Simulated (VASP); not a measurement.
Input:

```xyz
2
Lattice="0.0000 3.2400 3.2400 3.2400 0.0000 3.2400 3.2400 3.2400 0.0000" Properties=species:S:1:pos:R:3 pbc="T T T"
In     0.0000     0.0000     0.0000
Sb     1.6200     1.6200     1.6200
```
Cell charge +0.5.

Calculation: PBE GGA, VASP's PBE PAW potentials (set 64) (plane waves; VASP). Numerical set-up: NELECT = 17.5, 400 eV cut-off, 6×6×6 Γ-centred mesh, Gaussian smearing of 0.050 eV, potentials In_d Sb.

The cell is charged, with a uniform compensating background.

Task: Give the stress tensor in GPa (positive for a compressed cell).

Result: 
```
-8.44   0.00   0.00
 0.00  -8.44   0.00
 0.00   0.00  -8.44
```
The pressure is its mean diagonal, -8.44 GPa.

The compound is InSb in the zinc blende structure. The cell was not relaxed at this level. The run is one of a series of settings (NELECT = 17.5 against the base run), some of them coarse on purpose.
